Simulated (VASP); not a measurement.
Consider the following.

```
K2S
1.0
    0.00000     3.42314     3.42314
    3.42314     0.00000     3.42314
    3.42314     3.42314     0.00000
K S
2 1
Cartesian
  1.71157   1.71157   1.71157
  5.13471   5.13471   5.13471
  0.00000   0.00000   0.00000
```

Calculation: LDA (Ceperley-Alder, Perdew-Zunger), VASP's LDA PAW potentials (set 64) (plane waves; VASP 6.6.1). Numerical set-up: 500 eV cut-off, 6×6×6 Γ-centred mesh, Gaussian smearing of 0.050 eV, potentials K_sv S.

Problem. Predict the energy per atom (σ→0), pressure, band gap (on the k-mesh) with the smallest direct gap where there is one.

Solution. 
```json
{
 "band gap (on the k-mesh)": "2.67 eV",
 "smallest direct gap (on the k-mesh)": "3.20 eV",
 "energy per atom (σ→0)": "-3.409 eV/atom",
 "pressure": "4.98 GPa"
}
```

Total energies compare only between runs with the same potentials, cut-off and functional.

The compound is K2S in the antifluorite structure. It was relaxed first under an external pressure of 5 GPa.
